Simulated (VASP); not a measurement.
```yaml
crystal:
  lattice:
    - [1.62500, -2.81458, 0.00000]
    - [1.62500, 2.81458, 0.00000]
    - [0.00000, 0.00000, 5.21000]
  atoms:
    - { symbol: Zn, position: [0.66667, 0.33333, 0.50000] }
    - { symbol: Zn, position: [0.33333, 0.66667, 0.00000] }
    - { symbol: O, position: [0.66667, 0.33333, 0.88200] }
    - { symbol: O, position: [0.33333, 0.66667, 0.38200] }
```

All values below come from PBE GGA + U (Dudarev), VASP's PBE PAW potentials (set 64) (plane waves; VASP). Run with 520 eV cut-off, 8×8×5 Γ-centred mesh, Gaussian smearing of 0.050 eV, potentials Zn O, U − J: Zn 4.00 eV.

Predict the energy per atom (σ→0).

| Property | Result |
|---|---|
| energy per atom (σ→0) | -4.424 eV/atom |

The compound is ZnO in the wurtzite structure. The cell was not relaxed at this level. The run is one of a series of settings (LDAU = .TRUE., LDAUJ = 0 0, LDAUL = 2 -1, LDAUTYPE = 2, LDAUU = 4.0 0 against the base run), some of them coarse on purpose.
